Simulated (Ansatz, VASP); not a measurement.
## TaN in two plane-wave programs

One calculation is typed for both programs; each brings its own data sets. How far apart do they land? The cell is taken from a series of runs on this material, whose earlier steps may have relaxed, scaled, displaced or heated it; both programs get it as it stands. Other levels of theory on this material are compared in a session of their own.

Method: plane waves, with VASP 6.6.1 beside it; relaxation of cell and atoms at LDA, in Ansatz 0.2.0.

**1. Set-up**

Symmetry: P-62m, No. 189, hexagonal system. The conventional cell has a = 5.148 Å, b = 5.148 Å, c = 2.876 Å, α = 90.00°, β = 90.00°, γ = 120.00°. Nearest to N lie 5 Ta at 2.03 to 2.14 Å. Nearest to Ta lie 6 N at 2.14 Å. Ta has 3 N at 2.03 Å nearest. Farther neighbours and most contacts between anions are not listed.

**2. Ansatz: relaxation of cell and atoms, LDA**

Ansatz runs on its PAW soft_1 files.

The relaxed volume is the usual yardstick between codes: in a stiff, nearly cubic crystal its relative difference is about their pressure difference at one cell divided by the bulk modulus.

File input.yaml:

```yaml
crystal:
  lattice:
    - [5.14811081, 0.0, 0.0]
    - [-2.574055405, 4.4583947429, 0.0]
    - [0.0, 0.0, 2.8756632113]
  atoms:
    - { symbol: "N", position: [0.3934833384, 0.0, 0.0] }
    - { symbol: "N", position: [0.6065166616, 0.6065166616, 0.0] }
    - { symbol: "N", position: [0.0, 0.3934833384, 0.0] }
    - { symbol: Ta, position: [0.3333333333, 0.6666666667, 0.5] }
    - { symbol: Ta, position: [0.6666666667, 0.3333333333, 0.5] }
    - { symbol: Ta, position: [0.0, 0.0, 0.0] }
kpoints:
  mp_grid: { grid: [9, 9, 12] }
hamiltonian:
  xc: lda
  pseudopotentials: { kind: paw, azcp: { folder: soft_1 }, xc_functional: pbe }
scf:
  occupations: { method: methfessel_paxton, width: 0.2 }
output:
  forces: true
  stress: true
  eigenvalues: true
relax:
  adjacent_minimum: "off"
  f_tol: 0.001
  max_steps: 60
  cell: { stress_tol: 0.01 }
```

Launch:

```sh
ansatz run input.yaml --threads 4 --pin off --max-ram 16384MiB --backend cpu --events-out ev --progress --plain --runs-dir out
```

Numbers of over 12 decimals in the logs are rounded to 6 here.

Output:

```text
Engine: ansatz 0.2.0, aarch64-unknown-linux-gnu
Pseudopotentials: kind: paw
Pseudopotential: N, paw, valence charge 5, recommended cutoff 420 eV (normal), soft_1/N.paw.azcp
Pseudopotential: Ta, paw, valence charge 13, recommended cutoff 420 eV (normal), soft_1/Ta.paw.azcp
Functional definition: SPW92
  exchange = slater_x
  correlation = pw_c
Crystal: 6 atoms, lattice volume = 66.003 Å³
Basis set: ecut = 420 eV, 1287 PW (Γ)
Bands: 33, of which v1, the nominal top of the filled ones, is band 27 counted from 1 (26 counted from 0)
Symmetry: 12 space group operations
Space group: P-62m (ITA 189), of the structure as read, at distance tolerance 4.0e-5 Å
k-points: 84 of 972 (time reversal used)
Non-local potential: N, projectors of the file, l = 0: 2, l = 1: 2, l = 2: 1
Non-local potential: Ta, projectors of the file, l = 0: 3, l = 1: 2, l = 2: 2, l = 3: 1
PAW form: soft (Blöchl's): semilocal exchange-correlation on the pseudo side does not see the compensation charge
PAW frozen core: N, regenerated for the run's functional, and the local potential with it (the file was generated under x = pbe(κ = 0.804, μ = 0.219515), c = pbe(β = 0.066725))
PAW frozen core: Ta, regenerated for the run's functional, and the local potential with it (the file was generated under x = pbe(κ = 0.804, μ = 0.219515), c = pbe(β = 0.066725))
PAW one-centre angular grid: N, 110 points (default); XC on 64 Gauss nodes
PAW one-centre angular grid: Ta, 590 points (default); XC on 64 Gauss nodes
Initial density: superposition of atomic densities (chi_scale 0.1, normalization cell, long waves kept (reshape's long-wave potential 0.01 eV rms))
Initial wavefunctions: pseudopotential atomic-orbital guess
Functional: x = slater, c = lda
SCF iter   1: F=—  HF=-30180.952640 eV  |F-HF|=—  |Δ(HF+E_count)|=         —  Δρ=6.81e-2  dr2=3.74e0  ethr=3.10e-3  ⟨swp⟩=4.7  Hψ=10831  notcnv=0
preconditioner: auto → Resta (q_TF=auto, 2.639 Å⁻¹)  ε∞=7.2  [insulator: Δε(μ)=0.127 eV  Ē_g=10.044 eV  σ=0.200 eV  W_gap=0.50  n_scr=26 (ndim 8)  ℏωp=25.0 eV  f_vac=0.000  D(μ)=0.20/eV (n_scr^D=0)  ε∞_Penn≈7.2]
SCF iter   2: F=—  HF=-30180.174702 eV  |F-HF|=—  |Δ(HF+E_count)|=   7.78e-1  S|Δr|=    0.00e0  Δρ=3.05e-2  dr2=2.95e-1  ethr=3.10e-3  ⟨swp⟩=2.0  Hψ=5009  notcnv=0  defer=99
preconditioner: auto → Kerker (q_TF=auto, 2.639 Å⁻¹)  [metal: Δε(μ)=0.042 eV  Ē_g=9.687 eV  σ=0.200 eV  W_gap=0.18  n_scr=26 (ndim 8)  ℏωp=25.0 eV  f_vac=0.000  D(μ)=0.47/eV (n_scr^D=0)]
SCF iter   3: F=—  HF=-30180.132674 eV  |F-HF|=—  |Δ(HF+E_count)|=   4.20e-2  S|Δr|=    0.00e0  Δρ=1.50e-2  dr2=8.05e-2  ethr=5.47e-4  ⟨swp⟩=1.0  Hψ=2673  notcnv=0  defer=99
SCF iter   4: F=—  HF=-30180.117713 eV  |F-HF|=—  |Δ(HF+E_count)|=   1.50e-2  S|Δr|=    0.00e0  Δρ=1.98e-3  dr2=2.65e-3  ethr=1.49e-4  ⟨swp⟩=2.5  Hψ=4022  notcnv=0  defer=99
SCF iter   5: F=—  HF=-30180.117171 eV  |F-HF|=—  |Δ(HF+E_count)|=   5.42e-4  S|Δr|=    0.00e0  Δρ=7.25e-4  dr2=3.44e-4  ethr=4.91e-6  ⟨swp⟩=2.1  Hψ=3738  notcnv=0  defer=95
SCF iter   6: F=—  HF=-30180.117081 eV  |F-HF|=—  |Δ(HF+E_count)|=   9.06e-5  S|Δr|=    0.00e0  Δρ=1.22e-4  dr2=1.16e-5  ethr=6.38e-7  ⟨swp⟩=2.0  Hψ=3877  notcnv=0  defer=95
SCF iter   7: F=—  HF=-30180.117085 eV  |F-HF|=—  |Δ(HF+E_count)|=   3.94e-6  S|Δr|=    0.00e0  Δρ=2.14e-5  dr2=3.01e-7  ethr=2.15e-8  ⟨swp⟩=2.0  Hψ=3988  notcnv=0  defer=94
SCF iter   8: F=-30180.117085 eV  HF=-30180.117085 eV  |F-HF|=5.88e-9  |Δ(HF+E_count)|=   5.05e-8  S|Δr|=    0.00e0  Δρ=4.10e-6  dr2=1.21e-8  ethr=1.85e-10  ⟨swp⟩=9.4  Hψ=11298  notcnv=0
SCF 1 converged in 8 iterations: F = -30180.117085 eV  dr2 = 1.21e-8
  greatest PAW one-centre occupation: 0.999 electrons in one spin orbital (limit 2), on the Ta atom at site 4 (counted from 0), in its partial waves of l = 0
relax step   1: F+E_penalty+E_count = -30180.11708454 eV  Δ(F+E_penalty+E_count) = +0.000e0 eV  max|allowed force component| = 1.543e-3 eV/Å  Δτ_max = 0.0000 Å  P = -0.008 GPa  Ω = 66.003 Å³  (8 SCF iters, dr2 threshold 1.00e-7 eV, accepted)
[...]
relax step   2: F+E_penalty+E_count = -30180.11708883 eV  Δ(F+E_penalty+E_count) = -4.290e-6 eV  max|allowed force component| = 2.893e-3 eV/Å  Δτ_max = 0.0004 Å  P = +0.000 GPa  Ω = 65.997 Å³  energy of the carried Pulay correction = +1.226e-5 eV  (4 SCF iters, dr2 threshold 1.46e-8 eV, rejected (line search))
[...]
relax step   3: F+E_penalty+E_count = -30180.11709555 eV  Δ(F+E_penalty+E_count) = -1.101e-5 eV  max|allowed force component| = 6.616e-5 eV/Å  Δτ_max = 0.0002 Å  P = -0.001 GPa  Ω = 66.000 Å³  energy of the carried Pulay correction = +6.021e-6 eV  (7 SCF iters, accepted)
[...]
relax step   4: F+E_penalty+E_count = -30180.11709948 eV  Δ(F+E_penalty+E_count) = -3.932e-6 eV  max|allowed force component| = 6.782e-5 eV/Å  Δτ_max = 0.0000 Å  P = -0.001 GPa  Ω = 66.000 Å³  stress off target by 3.27e-3 GPa  SCF on the basis re-selected at this cell (its energy is not comparable with the rows above)  (4 SCF iters)
basis re-selected at this cell: Δ(F+E_penalty+E_count) = -3.932e-6 eV, ΔP = -0.000 GPa vs the last step (what re-selecting the basis moved, of the pressure what is left beyond the Pulay correction that the steps carried, after the strain that the cell walked since its last selection, with what the two solves' SCF thresholds leave and, on support functions, any second-order correction that the steps lacked; it is no m [...]
SCF converged after 4 iterations
Stability not checked: this state was not tested for a lower state beside it, because cold or Methfessel-Paxton smearing, or corrected tetrahedra, fill the levels in a way that the test cannot read (fill_not_monotonic; see scf.lower_state_search)
Free energy (F): -30180.117099 eV
Harris-Foulkes:  -30180.117099 eV  (|F-HF|=7.28e-12)
Internal energy: -30180.120244 eV  (E = F + TS)
E sigma→0 (E₀):  -30180.117886 eV
Entropy (-TS):   0.003144 eV (0.524 meV/atom)
Fermi energy:    20.027430 eV
Step filling:    the computed levels leave a gap of 0.0959 eV = 0.5 smearing widths at the electron count; against every level under it full and every level over it empty, smearing changes F+E_penalty+E_count by +1.601 meV and its σ→0 estimate by +0.815 meV
--- Per-component energies (eV) ---
  E_band       = -206.665277
  E_kinetic    = 1575.613179
  E_local      = -1947.265969  (includes V_loc(G=0)·N_el)
  E_nonlocal   = 92.193754
  E_hartree    = 696.364277
  E_xc         = -1136.266621
  E_vxc        = -932.470295  (∫ρ·V_xc dr)
  E_paw        = -24530.896484  (= ΣΔE_a)
  E_vpaw       = -387.467276  (= ΣTr[D̂ρ^β])
  E_aug_tail   = 0.002778  (compensation charges beyond the density's cutoff)
  E_ewald      = -4930.882281
  E_core_change = 1.017123  (= ΣΔE_core)
  E_smearing   = 0.003144  (= −TS)
  E_closure    = -0.000000  (closes the sum)
  Σ components = -30180.117099   (vs F -30180.117099, Δ=0.00e0)
--- Forces (eV/Å), atoms counted from 1 ---
  atom   1  N     -0.00006782    -0.00000000    -0.00000000
  atom   2  N      0.00003391     0.00005874    -0.00000000
  atom   3  N      0.00003391    -0.00005874    -0.00000000
  atom   4  Ta     0.00000000    -0.00000000    -0.00000000
  atom   5  Ta     0.00000000     0.00000000     0.00000000
  atom   6  Ta     0.00000000     0.00000000    -0.00000000
  max |Σ_I F_I| component: 2.02e-16 eV/Å
--- Stress (GPa, compression-positive) ---
       -0.000507      -0.000000       0.000000
       -0.000000      -0.000507       0.000000
        0.000000       0.000000      -0.003274
  P = ⅓ Tr σ = -0.0014 GPa (-0.014 kbar)
--- Band table (eV; the first three rows and the last of 84) ---
  k-point 0: bands = [... 23 lower, 15.6088, 16.5795, 17.9445, 18.9580, 18.9580, 20.5114, 20.5114, 21.7892, ... 2 higher]
  k-point 1: bands = [... 23 lower, 15.2152, 16.8200, 18.3061, 18.6140, 18.6140, 20.9486, 20.9486, 21.9079, ... 2 higher]
  k-point 2: bands = [... 23 lower, 14.5776, 17.5745, 18.2072, 18.2072, 19.1465, 21.3959, 21.3959, 21.9615, ... 2 higher]
  k-point 83: bands = [... 23 lower, 15.8634, 17.2669, 17.2669, 18.2734, 22.5215, 22.5215, 22.5702, 22.6243, ... 2 higher]
--- Relaxed structure (3 steps of the walk, 2 accepted, 1 SCFs on fresh bases) ---
  F+E_penalty+E_count = -30180.11709948 eV   max|allowed force component| = 6.782e-5 eV/Å   (the final SCF, on the basis selected at the relaxed cell)
  cell:  # Å, volume = 66.0003 Å³
    - [5.147585, 0, 0]
    - [-2.573793, 4.457940, 0]
    - [0, 0, 2.876127]
  atoms:
    - { symbol: N, position: [0.393515, 0, 0] }
    - { symbol: N, position: [0.606485, 0.606485, 0] }
    - { symbol: N, position: [-5.551115123125783e-17, 0.393515, 0.0] }
    - { symbol: Ta, position: [0.333333, 0.666667, 0.500000] }
    - { symbol: Ta, position: [0.666667, 0.333333, 0.500000] }
    - { symbol: Ta, position: [0, 0, 0.0] }
```

[end of part 1 of 2]

[Lines on the potential files, build, host, timing and source positions are cut from VASP's logs without a mark.]

[Logs are printed without paths, hosts, clocks, repeated set-up lines and the standing remarks that a program may print on its own settings, such as how far it seeks lower states.]

[Hosts, paths, dates, database ids (printed as entryN), source tags and the programs' standing remarks are cut or masked in the printed files.]
